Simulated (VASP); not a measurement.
Runs of VASP 6.6.1 on GaSn. The structure is hexagonal, space group P6_3/mmc (No. 194). Conventional cell: a = 4.056 Å, b = 4.056 Å, c = 6.186 Å, α = 90.00°, β = 90.00°, γ = 120.00°. Around Ga (site symmetry -6m2) lie 6 Sn at 2.81 Å. Around Sn (site symmetry -3m) lie 6 Ga at 2.81 Å and 2 Sn at 3.09 Å. The cell was built by a generator and needn't be a form met in nature.

| task | level | potentials or basis | cell | k mesh | cutoff (eV) | smearing | grid for exact exchange (PRECFOCK) | exchange at q = 0 | other keys | mesh quality | gap on the mesh (eV) | pressure (GPa) |
| --- | --- | --- | --- | --- | --- | --- | --- | --- | --- | --- | --- | --- |
| atomic charges | PBEsol0 | VASP PAW PBE potentials, release 64 (Ga, Sn) | as given | 4 × 4 × 3 | 500 | methfessel-paxton 0.1 eV | Normal | default | NELMDL = 0; LREAL = Auto; NBANDS = 31 | coarse | none | (a) |
| single point | AM05 | VASP PAW PBE potentials, release 54 (Ga_d, Sn_d) | as given | 8 × 8 × 5 | 520 | methfessel-paxton 0.1 eV | - | - | - | not flagged | none | 6.0 |
| single point | PBE | VASP PAW PBE potentials, release 64 (Ga_d, Sn_d) | as given | 8 × 8 × 5 | 520 | fermi-dirac 0.05 eV | - | - | - | not flagged | none | 9.7 |
| relaxation of cell and atoms | PBE | VASP PAW PBE potentials, release 64 (Ga_d, Sn_d) | relaxed | 8 × 8 × 5 | 600 | methfessel-paxton 0.1 eV | - | - | - | not flagged | none | 0.0 |

Alike in all rows: no spin polarisation.

Problem. Fill in the values left out.

Solution. (a) 4.8.

Caveats: some runs use coarse meshes; the PAW data sets were made with another functional, which shifts forces and pressure a little (some runs).

A k mesh can miss the band edges, and the runs leave out spin-orbit coupling on Ga, Sn.

A gap of «none» marks a metal or a gap under the smearing width.

The runs don't all hold the same shells in valence.
